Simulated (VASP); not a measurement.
OSZICAR of a VASP run on Na:

### OSZICAR
```
       N       E                     dE             d eps       ncg     rms          rms(c)
DAV:   1     0.241384778283E+03    0.24138E+03   -0.19965E+04   740   0.112E+03
DAV:   2     0.379861452047E+01   -0.23759E+03   -0.23585E+03   510   0.363E+02
DAV:   3    -0.799524076260E+01   -0.11794E+02   -0.11721E+02   605   0.101E+02
DAV:   4    -0.820383968904E+01   -0.20860E+00   -0.20859E+00   549   0.134E+01
DAV:   5    -0.821097780330E+01   -0.71381E-02   -0.71380E-02   601   0.239E+00    0.978E-01
DAV:   6    -0.788668506156E+01    0.32429E+00   -0.14701E+00   528   0.579E+00    0.511E-01
DAV:   7    -0.785627066433E+01    0.30414E-01   -0.83870E-02   590   0.194E+00    0.333E-01
DAV:   8    -0.783802181673E+01    0.18249E-01   -0.54101E-02   513   0.675E-01    0.106E-01
DAV:   9    -0.783639289733E+01    0.16289E-02   -0.14597E-02   516   0.349E-01    0.749E-02
DAV:  10    -0.783855888555E+01   -0.21660E-02   -0.86738E-03   508   0.267E-01    0.351E-02
DAV:  11    -0.783818771519E+01    0.37117E-03   -0.29958E-03   515   0.128E-01    0.240E-02
DAV:  12    -0.783890550521E+01   -0.71779E-03   -0.11147E-03   503   0.127E-01    0.151E-02
DAV:  13    -0.783889535581E+01    0.10149E-04   -0.89514E-05   364   0.674E-02    0.741E-03
DAV:  14    -0.783900761802E+01   -0.11226E-03   -0.72713E-05   342   0.408E-02    0.479E-03
DAV:  15    -0.783902476743E+01   -0.17149E-04   -0.97361E-06   349   0.180E-02    0.283E-03
DAV:  16    -0.783906002946E+01   -0.35262E-04   -0.10574E-05   347   0.135E-02    0.203E-03
DAV:  17    -0.783907492143E+01   -0.14892E-04   -0.12562E-05   347   0.104E-02    0.955E-04
DAV:  18    -0.783909371044E+01   -0.18789E-04   -0.37700E-06   333   0.546E-03    0.119E-03
DAV:  19    -0.783910829166E+01   -0.14581E-04   -0.24679E-06   309   0.687E-03    0.414E-04
DAV:  20    -0.783911154564E+01   -0.32540E-05   -0.33392E-07   306   0.279E-03
   1 F= -.78391115E+01 E0= -.78379309E+01  d E =-.783911E+01
```

Q: Which electronic solver shows in the log?

A: It is blocked Davidson (ALGO = Normal, or the opening steps of other solvers). The INCAR had ALGO = Normal.

Q: Can the final energy be trusted as converged?

A: The calculation finished and met its thresholds. It stopped with EDIFF = 1E-5, NELM = 100, NSW = 50 and EDIFFG = -0.03 after 1 ionic step (PBEsol GGA, plane waves, VASP's PBE PAW potentials (set 64)).

The cell is a thin slab with vacuum, built from Na (bcc): (100) face.
